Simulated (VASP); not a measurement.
## TaP (relaxed from the zinc blende structure, space group F-43m): computed properties

The numbers are results of PBEsol GGA, VASP's PBE PAW potentials (set 64) (plane waves; VASP), not measurements.

| Quantity | Result |
|---|---|
| space group | F-43m (216) |
| cell | a = 5.5204 Å, b = 5.5204 Å, c = 5.5204 Å, α = 90.00°, β = 90.00°, γ = 90.00° |
| volume per atom | 21.03 Å³/atom |
| band gap (over mesh and band path) | none (metal, semimetal or under 0.01 eV) |
| density | 8.37 g/cm³ |

```yaml
crystal:
  lattice:
    - [0.00000, 2.76019, 2.76019]
    - [2.76019, 0.00000, 2.76019]
    - [2.76019, 2.76019, 0.00000]
  atoms:
    - { symbol: Ta, position: [0.00000, 0.00000, 0.00000] }
    - { symbol: P, position: [0.25000, 0.25000, 0.25000] }
```

Unless said otherwise, spin-orbit coupling is left out, though it shifts the bands of the heavy elements here.

The structure was generated: TaP was put into the zinc blende type (F-43m), which need not be its known phase. It was relaxed first, which changed the volume by -36 %. Symmetry was kept, so distortions that lower it aren't found.
